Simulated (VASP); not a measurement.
Given:

```xyz
1
Lattice="-1.5671 1.5671 1.5671 1.5671 -1.5671 1.5671 1.5671 1.5671 -1.5671" Properties=species:S:1:pos:R:3 pbc="T T T"
Mo     0.0000     0.0000     0.0000
```

All values below come from PBE GGA with D3 dispersion (Becke-Johnson damping), VASP's PBE PAW potentials (set 64) (plane waves; VASP 6.6.1). Settings: 520 eV cut-off, Gaussian smearing of 0.050 eV, potentials Mo_sv.

Question: Give the energies of bands 5 to 10 at the high-symmetry points, in eV from the Fermi level.

Answer: 
```tsv
band	Γ	H	N	P
5	-7.31	-5.58	-5.44	-2.68
6	-1.42	-5.58	-3.50	-2.68
7	-1.42	4.04	1.66	-2.68
8	-1.42	4.04	1.70	2.47
9	1.66	4.04	2.34	2.47
10	1.66	9.16	4.82	9.75
```

It has no gap at this level: it comes out as a metal or semimetal.

The compound is Mo in the bcc structure. It was relaxed first.
